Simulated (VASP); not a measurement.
Data:

```xyz
5
Lattice="6.1579 0.0000 0.0000 0.0000 6.1579 0.0000 0.0000 0.0000 6.1579" Properties=species:S:1:pos:R:3 pbc="T T T"
Cs     0.0000     0.0000     0.0000
Sn     3.0789     3.0789     3.0789
I      3.0789     0.0000     3.0789
I      0.0000     3.0789     3.0789
I      3.0789     3.0789     0.0000
```

Calculation: PBEsol GGA, VASP's PBE PAW potentials (set 64) (plane waves; VASP). Run with 520 eV cut-off, 4×4×4 Γ-centred mesh, tetrahedra with Blöchl corrections, potentials Cs_sv Sn_d I.

The cores are frozen, which limits the accuracy of field gradients.

**Question.** Give the principal components of the electric field gradient (V/Å²) and the asymmetry η at each nucleus.

**Answer.** 
```
atom     Vxx     Vyy    Vzz     η
----  ------  ------  -----  ----
Cs1      0.0     0.0    0.0     -
Sn2      0.0     0.0    0.0     -
I3    -180.5  -180.5  361.0  0.00
I4    -180.5  -180.5  361.0  0.00
I5    -180.5  -180.5  361.0  0.00
```

The compound is CsSnI3 in the cubic perovskite structure, the ideal cubic form; the compound distorts at low or room temperature. It was relaxed first.
